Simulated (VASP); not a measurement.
A run of VASP 6.6.1:

Contents of INCAR:

```
PREC = Accurate ; ENCUT = 520
EDIFF = 1E-7 ; ISMEAR = -1
SIGMA = 0.05 ; LREAL = False
LASPH = True ; NELM = 60
ALGO = Normal ; ISIF = 2
LWAVE = False ; LCHARG = True
GGA = PE ; LELF = True
LVHAR = True ; NBANDS = 20
```

File KPOINTS:

```
regular mesh
0
Gamma
  8 8 6
```

File POSCAR:

```
Li4NO
1.0
    3.3128660000      0.0000000000      0.0000000000
    0.0000000000      3.3128660000      0.0000000000
    0.0000000000      0.0000000000      4.9365180000
O N Li
1 1 4
Direct
    0.5000000000      0.5000000000      0.5000000000
    0.0000000000      0.0000000000      0.0000000000
    0.5000000000      0.0000000000      0.2638480000
    0.0000000000      0.5000000000      0.7361520000
    0.5000000000      0.0000000000      0.7361520000
    0.0000000000      0.5000000000      0.2638480000
```

Potentials or basis: VASP PAW PBE potentials, release 64 (O, N, Li_sv).

The run is started by

```console
$ cat potpaw_PBE.64/O/POTCAR potpaw_PBE.64/N/POTCAR potpaw_PBE.64/Li_sv/POTCAR > POTCAR
$ mpirun -np 1 vasp_std > vasp.out
```

Hardware: 1 thread of Intel(R) Xeon(R) 6975P-C (Granite Rapids), with other jobs on the host.

**Question.** Estimate the wall time of this run.

**Answer.** Wall time 30 s on 1 thread of Intel(R) Xeon(R) 6975P-C (Granite Rapids) (shared host), peak memory 0.2 GiB. Counts: scf iterations 15, k points 60.
